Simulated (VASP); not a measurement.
Calculation: PBE GGA, VASP's PBE PAW potentials (set 64) (plane waves; VASP).

The input files of a VASP run:

File POSCAR:
```
Se
1
    4.5426600000     0.0000000000     0.0000000000
   -2.2713300000     3.9340600000     0.0000000000
    0.0000000000     0.0000000000     5.0206220000
Se
3
Direct
  0.2178900000   0.0000000000   0.3333330000
  0.0000000000   0.2178900000   0.6666670000
  0.7821100000   0.7821100000   0.0000000000
```

**INCAR**
```
SYSTEM  =  Se
PREC  =  Accurate; ENCUT  =  180; LREAL  =  .False.
LASPH  =  .True.
EDIFF  =  1E-03; NELM  =  100; ALGO  =  Normal
LMAXMIX  =  4
ISMEAR  =  0; SIGMA  =  0.01
GGA  =  PE
ISIF  =  2
LWAVE  =  .False.; LCHARG  =  .False.
```

File KPOINTS:
```
Automatic mesh
0
Gamma
6 6 6
0 0 0
```

POTCAR, in this order: Se (PBE.64 set). Program: vasp_std.

What VASP printed:

OSZICAR:
```
       N       E                     dE             d eps       ncg     rms          rms(c)
DAV:   1     0.477486137906E+02    0.47749E+02   -0.39581E+03   884   0.483E+02
DAV:   2    -0.774222501303E+01   -0.55491E+02   -0.53928E+02  1200   0.129E+02
DAV:   3    -0.105434196542E+02   -0.28012E+01   -0.27905E+01   939   0.339E+01
DAV:   4    -0.105651008368E+02   -0.21681E-01   -0.21669E-01  1169   0.333E+00
DAV:   5    -0.105653121991E+02   -0.21136E-03   -0.21136E-03   992   0.301E-01    0.738E+00
DAV:   6    -0.104999940696E+02    0.65318E-01   -0.39268E-02   974   0.140E+00    0.454E+00
DAV:   7    -0.104779266380E+02    0.22067E-01   -0.77679E-02   944   0.191E+00    0.188E-01
DAV:   8    -0.104773629167E+02    0.56372E-03   -0.95614E-03   929   0.682E-01
   1 F= -.10477363E+02 E0= -.10477363E+02  d E =-.994170E-26
```

### OUTCAR
```
------------------------ aborting loop because EDIFF is reached ----------------------------------------
  FORCE on cell =-STRESS in cart. coord.  units (eV):
  Direction    XX          YY          ZZ          XY          YZ          ZX
  --------------------------------------------------------------------------------------
  Total       -0.9893652     -0.9893657     -0.7149440      0.0000000      0.0000000      0.0000000
  in kB      -17.6668230    -17.6668323    -12.7665599      0.0000000      0.0000000      0.0000000
  external PRESSURE =     -16.0334051 kB  Pullay stress =       0.0000000 kB
  volume of cell :       89.72
      direct lattice vectors                 reciprocal lattice vectors
     4.542660000  0.000000000  0.000000000     0.220135339  0.127095164  0.000000000
    -2.271330000  3.934060000  0.000000000     0.000000000  0.254190328  0.000000000
     0.000000000  0.000000000  5.020622000     0.000000000  0.000000000  0.199178508
 POSITION                                       TOTAL-FORCE (eV/Angst)
 -----------------------------------------------------------------------------------
      0.98980      0.00000      1.67354         0.060977      0.000000     -0.000000
     -0.49490      0.85719      3.34708        -0.030488      0.052807      0.000000
      1.77643      3.07687      0.00000        -0.030488     -0.052807      0.000000
 -----------------------------------------------------------------------------------
    total drift:                                0.000296     -0.000371      0.000007
  FREE ENERGIE OF THE ION-ELECTRON SYSTEM (eV)
  ---------------------------------------------------
  free  energy   TOTEN  =       -10.4773629167 eV

  energy  without entropy=      -10.4773629167  energy(sigma->0) =      -10.47736292
```
(Selected blocks of OUTCAR.)

At this cut-off the stress carries a Pulay error, which pulls relaxed volumes low.

The structure comes from a computed database's Se entry; how it stands against other phases isn't given here. The cell was not relaxed at this level. The run is one of a series of settings (EDIFF = 1E-03, ENCUT = 180, KPOINTS 6×6×6 Γ-centred mesh against the base run), some of them coarse on purpose.
